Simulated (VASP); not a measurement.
Write the native input for VASP 6.6.1 that does the following.

```
Task                   : single point
Functional             : r2SCAN
Potentials or basis    : VASP PAW PBE potentials, release 64 (Ca_sv, Sr_sv, O, Co)
Cutoff                 : 520 eV
k mesh                 : 4 × 4 × 4
Occupations            : gaussian, width 0.0503 eV
Spin                   : no spin polarisation
Dipole correction      : no
Further INCAR settings : ALGO = Normal; EDIFF = 1e-06; NBANDS = 48
```

Crystal: Sr2CaCoO6.

```
Ca Sr O Co
1.0
     0.00000    3.99220    3.99220
     3.99220    0.00000    3.99220
     3.99220    3.99220    0.00000
Ca Sr O Co
1 2 6 1
Direct
  0.00000 0.00000 0.00000
  0.25000 0.25000 0.25000
  0.75000 0.75000 0.75000
  0.75000 0.25000 0.25000
  0.25000 0.75000 0.25000
  0.25000 0.75000 0.75000
  0.75000 0.25000 0.75000
  0.25000 0.25000 0.75000
  0.75000 0.75000 0.25000
  0.50000 0.50000 0.50000
```

The cell was built by a generator and needn't be a form met in nature.

One way to write it, as run:

POSCAR

```
Sr2CaCoO6
1.0
    0.0000000000      3.9921990000      3.9921990000
    3.9921990000      0.0000000000      3.9921990000
    3.9921990000      3.9921990000      0.0000000000
Ca Sr O Co
1 2 6 1
Direct
    0.0000000000      0.0000000000      0.0000000000
    0.2500000000      0.2500000000      0.2500000000
    0.7500000000      0.7500000000      0.7500000000
    0.7500000000      0.2500000000      0.2500000000
    0.2500000000      0.7500000000      0.2500000000
    0.2500000000      0.7500000000      0.7500000000
    0.7500000000      0.2500000000      0.7500000000
    0.2500000000      0.2500000000      0.7500000000
    0.7500000000      0.7500000000      0.2500000000
    0.5000000000      0.5000000000      0.5000000000
```

INCAR.step1

```
PREC     = Accurate       # precision mode
ENCUT    = 520            # plane-wave cutoff, eV
ISMEAR   = 0              # smearing method
SIGMA    = 0.0503         # smearing width, eV
LREAL    = False          # projectors in reciprocal space
LASPH    = True           # aspherical terms in the spheres
NELM     = 80             # most SCF steps
NBANDS   = 48             # bands
GGA      = PE             # functional
ALGO     = Normal         # electronic algorithm
EDIFF    = 1E-4           # SCF threshold, eV
LWAVE    = True           # write WAVECAR
LCHARG   = False          # write CHGCAR
```

INCAR.step2

```
PREC     = Accurate       # precision mode
ENCUT    = 520            # plane-wave cutoff, eV
EDIFF    = 1E-6           # SCF threshold, eV
ISMEAR   = 0              # smearing method
SIGMA    = 0.0503         # smearing width, eV
LREAL    = False          # projectors in reciprocal space
LASPH    = True           # aspherical terms in the spheres
NELM     = 80             # most SCF steps
ALGO     = Normal         # electronic algorithm
ISIF     = 2              # what is computed and relaxed
LWAVE    = False          # write WAVECAR
LCHARG   = False          # write CHGCAR
METAGGA  = R2SCAN         # meta-GGA
LMIXTAU  = True         
NBANDS   = 48             # bands
ISTART   = 1
```

KPOINTS

```
Automatic mesh
0
Gamma
  4 4 4
```

Potentials or basis: VASP PAW PBE potentials, release 64 (Ca_sv, Sr_sv, O, Co).

The run is started by

```console
$ cat potpaw_PBE.64/Ca_sv/POTCAR potpaw_PBE.64/Sr_sv/POTCAR potpaw_PBE.64/O/POTCAR potpaw_PBE.64/Co/POTCAR > POTCAR
$ cp INCAR.step1 INCAR
$ mpirun -np 1 vasp_std > vasp.out
$ cp INCAR.step2 INCAR
$ mpirun -np 1 vasp_std > vasp.out
```

Results of the run:

The pressure is 3.1 GPa. The band gap on the k mesh is none (metal or under the smearing width).

Caveat: the PAW data sets were made with another functional, which shifts forces and pressure a little; an odd number of electrons without spin polarisation forces a metal; a magnetic or distorted state may lie lower; the run has no spin polarisation, though such a crystal can be magnetic; semilocal functionals often make such compounds metallic where correlation or magnetic order opens a gap, which also shifts bond lengths.

Wall time 3.3 min on 1 thread of Intel(R) Xeon(R) Platinum 8559C (Emerald Rapids), with other jobs on the host, peak memory 0.31 GiB.
